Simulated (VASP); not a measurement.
# Bi2Te3 (Tellurobismuthite): how cutoff and mesh change the relaxed cell, part 2 of 2

Aim: test the relaxed volume of Bi2Te3 (Tellurobismuthite) against cutoff and mesh. The starting structure is a measured crystal structure from the Crystallography Open Database. The first relaxation on each setting starts from this cell expanded by 3 % in volume.

VASP 6.6.1.

Results so far: reference 33.55 Å³ an atom; a cutoff of 240 eV 33.16 Å³ an atom; a 3×3×3 mesh 33.78 Å³ an atom.

**5. Relaxation with a cutoff of 600 eV**

Level of this step: PBEsol; plane waves and PAW (Bi_d, Te) (VASP).

Against step 2 the input has ENCUT = 600. This run starts from the cell of an earlier relaxation, which isn't shown; the restart sets up the plane waves anew.

INCAR

```
SYSTEM = Bi2Te3
PREC = Accurate
ENCUT = 600
EDIFF = 1E-06
NELM = 100
ISMEAR = 0
SIGMA = 0.03
LREAL = .FALSE.
ALGO = Normal
GGA = PS
NBANDS = 30
LORBIT = 11
LWAVE = .FALSE.
LCHARG = .FALSE.
KPAR = 16
IBRION = 2
NSW = 50
ISIF = 3
EDIFFG = -0.006
```

POSCAR

```
Bi2Te3
1.0
   -4.3808544797      0.0000000000      0.0000000000
    2.1904272399     -3.7939312697      0.0000000000
    2.1904272399      1.2646437565     10.0940421545
Bi Te
2 3
Direct
    0.2002111014      0.6001055507      0.8003166522
    0.7997888986      0.3998944493      0.1996833478
    0.5806469838      0.7903234919      0.3709704757
    0.4193530162      0.2096765081      0.6290295243
    0.0000000000      0.0000000000      0.0000000000
```

KPOINTS

```
Automatic mesh
0
Gamma
6 6 6
0 0 0
```

The projector-augmented-wave data sets are Bi_d and Te (PBE family, release 64).

The run is started by

```sh
$ mpirun -np 16 vasp_std
```

The log of the run:

```text
[... set-up lines as in an earlier step ...]
 entering main loop
       N       E                     dE             d eps       ncg     rms          rms(c)
DAV:   1     0.460029701018E+03    0.46003E+03   -0.23588E+04  1920   0.173E+03
DAV:   2     0.324996939450E+02   -0.42753E+03   -0.41397E+03  1960   0.420E+02
DAV:   3    -0.181374626136E+02   -0.50637E+02   -0.48028E+02  2542   0.152E+02
DAV:   4    -0.204590556227E+02   -0.23216E+01   -0.23016E+01  2196   0.322E+01
[...]
DAV:  12    -0.202956371449E+02   -0.24146E-05   -0.21744E-05  2100   0.209E-02    0.251E-02
DAV:  13    -0.202956355668E+02    0.15781E-05   -0.44621E-06  1934   0.108E-02    0.818E-03
DAV:  14    -0.202956358212E+02   -0.25436E-06   -0.73888E-07  1098   0.515E-03
   1 F= -.20295636E+02 E0= -.20295636E+02  d E =-.202956E+02
[...]
reached required accuracy - stopping structural energy minimisation
```

It took 41 s on 16 MPI ranks of AMD EPYC 7R43, shared host; peak memory 7.1 GiB.

OUTCAR, selected parts (step 5):

```text
  Total       -0.0027897     -0.0027897     -0.0218473      0.0000000      0.0000000     -0.0000000
  in kB       -0.0266416     -0.0266416     -0.2086391      0.0000000      0.0000000     -0.0000000
  external PRESSURE =      -0.0873074 kB  Pullay stress =       0.0000000 kB

 POSITION                                       TOTAL-FORCE (eV/Angst)
 -----------------------------------------------------------------------------------
      2.19043     -1.26464      8.07843        -0.000000      0.000000     -0.000065
     -2.19043     -1.26464      2.01561         0.000000     -0.000000      0.000065
      0.00000     -2.52929      3.74459        -0.000000      0.000000     -0.003527
      0.00000     -0.00000      6.34945         0.000000     -0.000000      0.003527
      0.00000      0.00000      0.00000         0.000000     -0.000000      0.000000
 -----------------------------------------------------------------------------------
    total drift:                               -0.000000     -0.000000     -0.000000

  FREE ENERGIE OF THE ION-ELECTRON SYSTEM (eV)
  ---------------------------------------------------
  free  energy   TOTEN  =       -20.2956358212 eV

  energy  without entropy=      -20.2956358198  energy(sigma->0) =      -20.29563582

[... 2 parts as in an earlier step ...]

[... 2 further parts left out ...]
[key lines of the parts left out:]
E-fermi :   6.2793
```

With a cutoff of 600 eV the cell ends at 33.554 Å³ an atom, +0.00 % from the reference.

**6. Relaxation with an 8×8×8 mesh**

Against step 2 the input has an 8×8×8 mesh. This run starts from the cell of an earlier relaxation, which isn't shown; the restart sets up the plane waves anew.

INCAR: that of step 5 with these lines changed.

```diff
@@ -2,3 +2,3 @@
 PREC = Accurate
-ENCUT = 600
+ENCUT = 450
 EDIFF = 1E-06
```

POSCAR

```
Bi2Te3
1.0
   -4.3828514956      0.0000000000      0.0000000000
    2.1914257479     -3.7956607362      0.0000000000
    2.1914257479      1.2652202454     10.0894598575
Bi Te
2 3
Direct
    0.2001254159      0.6000627080      0.8001881239
    0.7998745841      0.3999372920      0.1998118761
    0.5805862739      0.7902931369      0.3708794108
    0.4194137261      0.2097068631      0.6291205892
    0.0000000000      0.0000000000      0.0000000000
```

KPOINTS

```
Automatic mesh
0
Gamma
8 8 8
0 0 0
```

The run is started by

```sh
$ mpirun -np 16 vasp_std
```

The log of the run:

```text
[... set-up lines as in an earlier step ...]
 entering main loop
       N       E                     dE             d eps       ncg     rms          rms(c)
DAV:   1     0.410487314792E+03    0.41049E+03   -0.20215E+04  3916   0.139E+03
DAV:   2     0.223400567314E+02   -0.38815E+03   -0.37508E+03  4242   0.370E+02
DAV:   3    -0.187858136457E+02   -0.41126E+02   -0.39655E+02  4980   0.136E+02
DAV:   4    -0.204831546411E+02   -0.16973E+01   -0.16867E+01  4520   0.297E+01
[...]
DAV:  12    -0.202960376513E+02   -0.25494E-05   -0.21703E-05  4274   0.208E-02    0.251E-02
DAV:  13    -0.202960360526E+02    0.15987E-05   -0.45038E-06  4000   0.108E-02    0.735E-03
DAV:  14    -0.202960362733E+02   -0.22069E-06   -0.75762E-07  2430   0.519E-03
   1 F= -.20296036E+02 E0= -.20296036E+02  d E =-.202960E+02
[...]
reached required accuracy - stopping structural energy minimisation
```

Run time: 41 s. Hardware: 16 MPI ranks; peak memory 6.2 GiB; 11 min of CPU time.

Parts of OUTCAR (step 6):

```text
  Total        0.0049802      0.0049802     -0.0093143     -0.0000000      0.0000000     -0.0000000
  in kB        0.0475380      0.0475380     -0.0889095     -0.0000000      0.0000000     -0.0000000
  external PRESSURE =       0.0020555 kB  Pullay stress =       0.0000000 kB

 POSITION                                       TOTAL-FORCE (eV/Angst)
 -----------------------------------------------------------------------------------
      2.19143     -1.26522      8.07347        -0.000000     -0.000000     -0.001946
     -2.19143     -1.26522      2.01599         0.000000      0.000000      0.001946
     -0.00000     -2.53044      3.74197        -0.000000     -0.000000     -0.003706
      0.00000     -0.00000      6.34749         0.000000      0.000000      0.003706
      0.00000      0.00000      0.00000        -0.000000      0.000000      0.000000
 -----------------------------------------------------------------------------------
    total drift:                               -0.000000     -0.000000     -0.000000

  FREE ENERGIE OF THE ION-ELECTRON SYSTEM (eV)
  ---------------------------------------------------
  free  energy   TOTEN  =       -20.2960362733 eV

  energy  without entropy=      -20.2960362721  energy(sigma->0) =      -20.29603627

[... 1 part as in an earlier step ...]

[... 3 further parts left out ...]
[key lines of the parts left out:]
E-fermi :   6.2708
```

With an 8×8×8 mesh the cell ends at 33.569 Å³ an atom, +0.05 % from the reference.

**7. All runs side by side**

| run | volume (Å³/atom) | change (%) | pressure left (GPa) | core minutes |
| --- | --- | --- | --- | --- |
| reference | 33.554 | - | 0.0 | 58.7 |
| a cutoff of 240 eV | 33.156 | -1.18 | 0.01 | 44.8 |
| a 3×3×3 mesh | 33.777 | 0.67 | 0.0 | 14.1 |
| a cutoff of 600 eV | 33.554 | 0.0 | -0.01 | 76.3 |
| an 8×8×8 mesh | 33.569 | 0.05 | 0.0 | 87.5 |

Core minutes are wall time times ranks, summed over the relaxations behind a row (those for a bulk modulus apart), on shared hosts.

**8. Results**

| Property | Result |
| --- | --- |
| volume of the reference | 33.55 Å³/atom |
| volume against the reference, a cutoff of 240 eV | -1.18 % |
| volume against the reference, a 3×3×3 mesh | +0.67 % |
| volume against the reference, a cutoff of 600 eV | +0.00 % |
| volume against the reference, an 8×8×8 mesh | +0.05 % |

In words: The volume moves most with a cutoff of 240 eV: -1.18 % against the reference (450 eV, 6×6×6 mesh). On finer settings it changes by +0.00 % with a cutoff of 600 eV and +0.05 % with an 8×8×8 mesh. The axes move most with a 3×3×3 mesh: a by +1.1 % and c by -1.4 %, which partly cancels in the volume. A cell that shrinks at the lower cutoff is the usual mark of Pulay stress, the error that a plane-wave basis makes when it is kept while the volume changes. Further runs on this material are not shown.

[Lines on the potential files, build, host, timing and source positions are cut from VASP's logs without a mark.]

[Logs are printed without paths, hosts, clocks, repeated set-up lines and the standing remarks that a program may print on its own settings, such as how far it seeks lower states.]

[Hosts, paths, dates, database ids (printed as entryN), source tags and the programs' standing remarks are cut or masked in the printed files.]
